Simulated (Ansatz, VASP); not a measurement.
**MoS2 in two plane-wave programs**

Aim: how closely do two programs agree when they are given the same cell, functional and k mesh? The cell is taken from a series of runs on this material, whose earlier steps may have relaxed, scaled, displaced or heated it; both programs get it as it stands.

Method: plane waves, with VASP 6.6.1 beside it; single point at PBE0, in Ansatz 0.2.0.

### 1. Set-up

It takes space group P6_3/mmc (No. 194, hexagonal). Conventional cell: a = 3.169 Å, b = 3.169 Å, c = 12.324 Å, α = 90.00°, β = 90.00°, γ = 120.00°. Mo has 6 S at 2.41 Å nearest. S has 3 Mo at 2.41 Å nearest. Farther neighbours and most contacts between anions are not listed.

### 2. Ansatz: single point, PBE0

Ansatz runs on its default PAW (the set named soft_2) files.

With cell and atoms fixed, the geometry can't cause a difference; cores, projectors, grids and the points listed under the comparison can.

input.yaml reads:

```yaml
crystal:
  lattice:
    - [3.169, 0.0, 0.0]
    - [-1.5845, 2.7444345046, 0.0]
    - [0.0, 0.0, 12.324]
  atoms:
    - { symbol: Mo, position: [0.3333333333, 0.6666666667, 0.25] }
    - { symbol: Mo, position: [0.6666666667, 0.3333333333, 0.75] }
    - { symbol: S, position: [0.3333333333, 0.6666666667, 0.623] }
    - { symbol: S, position: [0.6666666667, 0.3333333333, 0.123] }
    - { symbol: S, position: [0.3333333333, 0.6666666667, 0.877] }
    - { symbol: S, position: [0.6666666667, 0.3333333333, 0.377] }
kpoints:
  mp_grid: { grid: [6, 6, 2] }
  band_path:
    path:
      - [0.0, 0.0, 0.0]
      - [0.5, 0.0, 0.0]
      - [0.33333333, 0.33333333, 0.0]
      - [0.0, 0.0, 0.5]
      - [0.5, 0.0, 0.5]
      - [0.33333333, 0.33333333, 0.5]
      - [0.1666666667, 0.1666666667, 0.0]
    npoints: 1
hamiltonian:
  xc: pbe0
scf:
  occupations: { method: fixed }
  n_extra_bands: 6
output:
  eigenvalues: true
```

The run is started by

```
$ ansatz run input.yaml --threads 3 --pin off --max-ram 64512MiB --backend cuda --devices 1 --max-vram 24GiB --events-out ev --progress --plain --runs-dir out
```

Numbers of over 12 decimals in the logs are rounded to 6 here.

Log:

```text
scf.n_extra_bands = 6 over 26 filled bands (N_el = 52.0): the run solves 32 bands
GPUs: using 1 of 1 available (devices: 1).
Engine: ansatz 0.2.0, x86_64-unknown-linux-gnu
Pseudopotentials: kind: paw
Pseudopotential: Mo, paw, valence charge 14, recommended cutoff 420 eV (normal), Mo.paw.azcp
Pseudopotential: S, paw, valence charge 6, recommended cutoff 420 eV (normal), S.paw.azcp
Functional definition: PBE0
  parameter a = 0.25
  parameter kappa = 0.804
  parameter beta = 0.066725
  exchange = (1 - a)*pbe_x(kappa = kappa, mu = beta*pi^2/3) + a*exact_x
  correlation = pbe_c(beta = beta)
davidson cushion auto → on  (no smearing: the cushion is to keep the highest requested band from converging to the state above it; pin scf.eigensolver.cushion to override)
device memory: the entry about to start is reckoned to put 1.1 GiB on a device that reports 67.0 GiB free (of which the cap on the GPU budget leaves the run 24.0 GiB)
GPU FFT provider: cuFFT
GPU libraries: cuBLAS 13.8.2, cuFFT 12.4.0, cuSOLVER 12.3.4
Crystal: 6 atoms, lattice volume = 107.183 Å³
Basis set: ecut = 420 eV, 2081 PW (Γ)
Bands: 32, of which v1, the nominal top of the filled ones, is band 26 counted from 1 (25 counted from 0)
Symmetry: 24 space group operations
Space group: P63/mmc (ITA 194), of the structure as read, at distance tolerance 4.8e-5 Å
k-points: 14 of 72
Non-local potential: Mo, projectors of the file, l = 0: 3, l = 1: 2, l = 2: 2, l = 3: 1
Non-local potential: S, projectors of the file, l = 0: 2, l = 1: 2, l = 2: 2
PAW form: soft (Blöchl's): semilocal exchange-correlation on the pseudo side does not see the compensation charge
PAW frozen core: Mo, regenerated for the run's functional, and the local potential with it (the file was generated under x = pbe(κ = 0.804, μ = 0.219515), c = pbe(β = 0.066725))
PAW frozen core: S, regenerated for the run's functional, and the local potential with it (the file was generated under x = pbe(κ = 0.804, μ = 0.219515), c = pbe(β = 0.066725))
PAW one-centre angular grid: Mo, 590 points (default); XC on 64 Gauss nodes
PAW one-centre angular grid: S, 110 points (default); XC on 64 Gauss nodes
Initial density: superposition of atomic densities (neutral atoms: chi_scale 0, normalization atom), corrected by the library's trained network
Initial wavefunctions: pseudopotential atomic-orbital guess
GPU buffer pool allocated for 51840 grid points (all kernels)
GPU transforms: local potential and band sums: pruned to the plane-wave sphere, on 24×24×90
Functional: x = pbe(κ = 0.804, μ = 0.219515), c = pbe(β = 0.066725), warm-up for x = 0.75 pbe(κ = 0.804, μ = 0.219515) + 0.25 exact, c = pbe(β = 0.066725)
SCF iter   1: F=—  HF=-13525.523028 eV  |F-HF|=—  |Δ(HF+E_count)|=         —  Δρ=5.56e-3  dr2=8.19e-3  ethr=1.77e-3  ⟨swp⟩=5.7  Hψ=1935  notcnv=0
preconditioner: auto → none  [insulator: Δε(μ)=0.885 eV  Ē_g=7.757 eV  n_scr=26 (ndim 8)  ℏωp=21.5 eV  f_vac=0.016]
SCF iter   2: F=—  HF=-13525.533910 eV  |F-HF|=—  |Δ(HF+E_count)|=   1.09e-2  Δρ=3.10e-3  dr2=7.45e-3  ethr=1.57e-5  ⟨swp⟩=4.1  Hψ=1469  notcnv=0
SCF iter   3: F=—  HF=-13525.539977 eV  |F-HF|=—  |Δ(HF+E_count)|=   6.07e-3  Δρ=3.24e-3  dr2=2.94e-2  ethr=1.43e-5  ⟨swp⟩=4.0  Hψ=1310  notcnv=0  recentre
iter 4 solved again at ethr=6.59e-7 eV; its pass at ethr=1.43e-5 eV (dr2=3.43e-4 eV) is discarded
SCF iter   4: F=—  HF=-13525.536311 eV  |F-HF|=—  |Δ(HF+E_count)|=   3.67e-3  Δρ=1.24e-3  dr2=3.44e-4  ethr=6.59e-7  ⟨swp⟩=3.1  Hψ=2204  notcnv=0  defer=1
SCF iter   5: F=-13525.537138 eV  HF=-13525.537136 eV  |F-HF|=1.31e-6  |Δ(HF+E_count)|=   8.25e-4  Δρ=8.82e-5  dr2=4.74e-6  ethr=6.59e-7  ⟨swp⟩=3.1  Hψ=1291  notcnv=0  defer=1
SCF 1 stopped early in 5 iterations: F = -13525.537138 eV  dr2 = 4.74e-6
  greatest PAW one-centre occupation: 0.998 electrons in one spin orbital (limit 2), on the Mo atom at site 1 (counted from 0), in its partial waves of l = 0
device memory: the entry about to start is reckoned to put 1.7 GiB (of the 1.8 GiB reckoned in all, the device holds 0.1 GiB already) on a device that reports 66.9 GiB free (of which the cap on the GPU budget leaves the run 23.9 GiB)
GPU FFT provider: cuFFT
GPU libraries: cuBLAS 13.8.2, cuFFT 12.4.0, cuSOLVER 12.3.4
Initial density: handed on by an earlier stage of this run
Initial wavefunctions: those handed on with the density
GPU buffer pool allocated for 51840 grid points (all kernels)
GPU transforms: local potential and band sums: pruned to the plane-wave sphere, on 24×24×90
Functional: x = 0.75 pbe(κ = 0.804, μ = 0.219515) + 0.25 exact, c = pbe(β = 0.066725)
Exchange kernel: α = 0.2500, full range, Wigner–Seitz truncation, v(0) = 13288.1006 eV·Å³, q-mesh 6×6×2, nearest image of the exchange supercell L = 19.01 Å, pair-density grid 15×15×54, without the augmentation charges, whose exchange is taken in its separable form by FFT convolution over the k-point mesh (sized by the pseudopotential files, 20×20×90 at the most), smooth part of the exact exchange by density-matrix convolution in up to 3.02 GiB of GPU memory as planned if the GPU has room (build and FFT work areas not counted)
Frozen-core exchange: fock
SCF iter   1: F=—  HF=-13531.566861 eV  |F-HF|=—  |Δ(HF+E_count)|=         —  Δρ=1.15e-2  dr2=2.84e-1  ethr=9.12e-8  ⟨swp⟩=7.6  Hψ=2678  notcnv=0
preconditioner: auto → none  [insulator: Δε(μ)=2.034 eV  Ē_g=9.983 eV  n_scr=26 (ndim 8)  ℏωp=21.5 eV  f_vac=0.015]
SCF iter   2: F=—  HF=-13531.602636 eV  |F-HF|=—  |Δ(HF+E_count)|=   3.58e-2  Δρ=1.25e-2  dr2=5.58e-1  ethr=9.12e-8  ⟨swp⟩=7.0  Hψ=2601  notcnv=0
SCF iter   3: F=—  HF=-13531.509653 eV  |F-HF|=—  |Δ(HF+E_count)|=   9.30e-2  Δρ=3.03e-3  dr2=2.55e-2  ethr=9.12e-8  ⟨swp⟩=6.4  Hψ=2313  notcnv=0
SCF iter   4: F=—  HF=-13531.527683 eV  |F-HF|=—  |Δ(HF+E_count)|=   1.80e-2  Δρ=1.43e-3  dr2=1.96e-3  ethr=9.12e-8  ⟨swp⟩=5.1  Hψ=1938  notcnv=0
SCF iter   5: F=—  HF=-13531.527108 eV  |F-HF|=—  |Δ(HF+E_count)|=   5.74e-4  Δρ=4.12e-4  dr2=6.36e-4  ethr=9.12e-8  ⟨swp⟩=4.1  Hψ=1699  notcnv=0
SCF iter   6: F=—  HF=-13531.530204 eV  |F-HF|=—  |Δ(HF+E_count)|=   3.10e-3  Δρ=9.56e-4  dr2=2.53e-3  ethr=9.12e-8  ⟨swp⟩=4.1  Hψ=1608  notcnv=0
SCF iter   7: F=—  HF=-13531.529729 eV  |F-HF|=—  |Δ(HF+E_count)|=   4.75e-4  Δρ=5.02e-5  dr2=3.54e-5  ethr=9.12e-8  ⟨swp⟩=4.0  Hψ=1633  notcnv=0
SCF iter   8: F=—  HF=-13531.529901 eV  |F-HF|=—  |Δ(HF+E_count)|=   1.72e-4  Δρ=1.86e-4  dr2=7.45e-5  ethr=1.29e-8  ⟨swp⟩=4.0  Hψ=1478  notcnv=0
SCF iter   9: F=-13531.529887 eV  HF=-13531.529887 eV  |F-HF|=3.42e-8  |Δ(HF+E_count)|=   1.45e-5  Δρ=1.35e-5  dr2=1.86e-6  ethr=1.29e-8  ⟨swp⟩=4.0  Hψ=1470  notcnv=0
SCF 2 stopped early in 9 iterations: F = -13531.529887 eV  dr2 = 1.86e-6
hybrid outer 1: dexx = +3.215e-2 eV, tail = 3.45e-5 eV
GPU FFT provider: cuFFT
GPU libraries: cuBLAS 13.8.2, cuFFT 12.4.0, cuSOLVER 12.3.4
GPU buffer pool allocated for 51840 grid points (all kernels)
GPU transforms: local potential and band sums: pruned to the plane-wave sphere, on 24×24×90
Exchange kernel: α = 0.2500, full range, Wigner–Seitz truncation, v(0) = 13288.1006 eV·Å³, q-mesh 6×6×2, nearest image of the exchange supercell L = 19.01 Å, pair-density grid 15×15×54, without the augmentation charges, whose exchange is taken in its separable form by FFT convolution over the k-point mesh (sized by the pseudopotential files, 20×20×90 at the most), smooth part of the exact exchange by density-matrix convolution in up to 3.02 GiB of GPU memory as planned if the GPU has room (build and FFT work areas not counted)
Frozen-core exchange: fock
SCF iter   1: F=—  HF=-13531.529879 eV  |F-HF|=—  |Δ(HF+E_count)|=         —  Δρ=6.14e-5  dr2=2.88e-6  ethr=3.31e-7  ⟨swp⟩=3.0  Hψ=1133  notcnv=0
preconditioner: auto → none  [insulator: Δε(μ)=2.111 eV  Ē_g=9.868 eV  n_scr=26 (ndim 8)  ℏωp=21.5 eV  f_vac=0.015]
SCF iter   2: F=—  HF=-13531.529881 eV  |F-HF|=—  |Δ(HF+E_count)|=   1.85e-6  Δρ=2.92e-5  dr2=8.68e-7  ethr=4.48e-9  ⟨swp⟩=3.1  Hψ=1146  notcnv=0
iter 3 solved again at ethr=3.32e-11 eV; its pass at ethr=1.26e-9 eV (dr2=1.73e-8 eV) is discarded
SCF iter   3: F=-13531.529881 eV  HF=-13531.529881 eV  |F-HF|=1.21e-8  |Δ(HF+E_count)|=   1.23e-7  Δρ=9.16e-6  dr2=7.45e-8  ethr=3.32e-11  ⟨swp⟩=3.0  Hψ=2203  notcnv=0
SCF 3 converged in 3 iterations: F = -13531.529881 eV  dr2 = 7.45e-8
hybrid outer 2: dexx = +3.531e-6 eV, tail = 1.77e-7 eV, Δε = 1.71e-3 eV (about 1.17e-4 eV left of the loop's levels)
device memory: the entry about to start is reckoned to put 0.7 GiB on a device that reports 66.9 GiB free (of which the cap on the GPU budget leaves the run 24.0 GiB)
NSCF: frozen V_eff on 7 k-points
hybrid SCF converged: 2 outer / 12 inner (+5 warm-up), last move |dexx| = 3.53e-6 eV, tail = 1.77e-7 eV
Stability not checked: this state was not tested for a lower state beside it, because the functional holds exact exchange (a hybrid, or Hartree-Fock), whose exchange loop this test does not read (fock_operator; see scf.lower_state_search)
Free energy (F): -13531.529881 eV
Frozen-core exchange: fock
Harris-Foulkes:  -13531.529881 eV  (|F-HF|=1.21e-8)
Internal energy: -13531.529881 eV  (E = F + TS)
E sigma→0 (E₀):  -13531.529881 eV
Fermi energy:    10.188729 eV
--- Per-component energies (eV) ---
  E_band       = -424.737501
  E_kinetic    = 1307.250613
  E_local      = -3904.431159  (includes V_loc(G=0)·N_el)
  E_nonlocal   = 393.820209
  E_hartree    = 1497.669387
  E_xc         = -583.803672
  E_vxc        = -625.749329  (∫ρ·V_xc dr)
  E_exx        = -150.127216  (= α·E_x^exact, valence–valence)
  E_paw        = -8829.478256  (= ΣΔE_a)
  E_vpaw       = -290.714052  (= ΣTr[D̂ρ^β])
  E_aug_tail   = 0.000083  (compensation charges beyond the density's cutoff)
  E_ewald      = -3261.216446
  E_core_change = -1.213425  (= ΣΔE_core)
  E_smearing   = -0.000000  (= −TS)
  E_closure    = -0.000000  (closes the sum)
  Σ components = -13531.529881   (vs F -13531.529881, Δ=0.00e0)
--- Band table (eV; the first three rows and the last of 14) ---
  k-point 0: bands = [... 22 lower, 7.8318, 8.7415, 8.8925, 10.1887, 13.6981, 13.6981, 13.7342, 13.7342, ... 2 higher]
  k-point 1: bands = [... 22 lower, 7.8044, 7.8044, 9.8690, 9.8690, 13.7031, 13.7031, 13.7031, 13.7031, ... 2 higher]
  k-point 2: bands = [... 22 lower, 7.8305, 8.7769, 8.8347, 9.3254, 12.9945, 13.3780, 13.4611, 13.6034, ... 2 higher]
  k-point 13: bands = [... 22 lower, 6.8492, 6.8492, 9.4823, 9.4823, 12.3605, 12.3605, 13.9498, 13.9498, ... 2 higher]
```

[end of part 1 of 2]

[Lines on the potential files, build, host, timing and source positions are cut from VASP's logs without a mark.]

[Logs are printed without paths, hosts, clocks, repeated set-up lines and the standing remarks that a program may print on its own settings, such as how far it seeks lower states.]

[Hosts, paths, dates, database ids (printed as entryN), source tags and the programs' standing remarks are cut or masked in the printed files.]
